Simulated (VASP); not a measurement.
Runs of VASP 6.6.1 on N2. The cell holds a molecule in a box, 2 atoms: a = 10.000 Å, b = 10.500 Å, c = 11.000 Å, α = 90.00°, β = 90.00°, γ = 90.00°. 

| task | level | potentials or basis | cell | cutoff (eV) | gap on the mesh (eV) |
| --- | --- | --- | --- | --- | --- |
| single point | PBEsol | VASP PAW PBE potentials, release 64 (N) | as given | 520 | 8.19 |
| relaxation of the atoms | PBEsol | VASP PAW PBE potentials, release 64 (N_s) | atoms relaxed | 400 | 7.25 |
| relaxation of the atoms | PBEsol | VASP PAW PBE potentials, release 64 (N) | atoms relaxed | 520 | 8.05 |
| relaxation of the atoms | RPBE | VASP PAW PBE potentials, release 64 (N) | atoms relaxed | 520 | 8.05 |
| relaxation of the atoms | PBEsol | VASP PAW PBE potentials, release 64 (N) | atoms relaxed | 500 | 8.04 |
| relaxation of the atoms | LDA | VASP PAW LDA potentials, release 64 (N) | atoms relaxed | 520 | (a) |

Alike in all rows: no spin polarisation; k mesh 1 × 1 × 1; smearing gaussian 0.02 eV.

Question: Estimate the missing entries.

Answer: (a) 8.09.

Caveats: the standard files for N, O and F lose accuracy on very short bonds.

Runs at the PBE level aren't shown here.
